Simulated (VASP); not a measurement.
Input:

```
CELL_PARAMETERS angstrom
      4.04785     0.00000     0.00000
      0.00000     4.04785     0.00000
      0.00000     0.00000     4.13046
ATOMIC_POSITIONS crystal
  Er 0.00000 0.00000 0.00000
  B  0.50000 0.50000 0.50000
  Rh 0.00000 0.50000 0.50000
  Rh 0.50000 0.00000 0.50000
  Rh 0.50000 0.50000 0.00000
```

Method: PBEsol GGA, VASP's PBE PAW potentials (set 64) (plane waves; VASP). Run with 600 eV cut-off, 8×8×8 Γ-centred mesh, first-order Methfessel-Paxton smearing of 0.10 eV, potentials Er_3 B Rh_pv.

The 4f electrons are frozen in the core of the lanthanide potential, so 4f levels, which can set the real gap, and their magnetism are missing.

### Question
Give the stress tensor in GPa (positive for a compressed cell).

### Answer

```
11.40   0.00   0.00
 0.00  11.40   0.00
 0.00   0.00   5.03
```
The pressure is its mean diagonal, 9.28 GPa.

The structure comes from a computed database's ErBRh3 entry (Pm-3m); how it stands against other phases isn't given here. This cell was strained or had an atom moved on purpose. The electron count is odd and the run is not spin-polarised, which forces a metal.
